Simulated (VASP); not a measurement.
Energy against volume of BN (zinc blende). Computed with PBE GGA, VASP's PBE PAW potentials (set 64) (plane waves; VASP 6.6.1). Settings: 520 eV cut-off, 12×12×12 Γ-centred mesh, Gaussian smearing of 0.050 eV, potentials B N.

```json
[
 {"V (Å³/atom)": "5.599", "E (eV/atom)": "-8.69735"},
 {"V (Å³/atom)": "5.778", "E (eV/atom)": "-8.71865"},
 {"V (Å³/atom)": "5.956", "E (eV/atom)": "-8.72551"},
 {"V (Å³/atom)": "6.135", "E (eV/atom)": "-8.71984"}
]
```

Fit these four points and predict the energy of the run at 6.314 Å³/atom.

A cubic in V^(−2/3), the third-order Birch-Murnaghan form, passes through the four points with V0 = 5.96 Å³/atom and B0 = 374 GPa, and gives -8.7032 eV/atom there. The run gave -8.7033 eV/atom, -0.1 meV/atom from the fit; all five points give B0 = 373 GPa.

The compound is BN in the zinc blende structure. It was relaxed first.
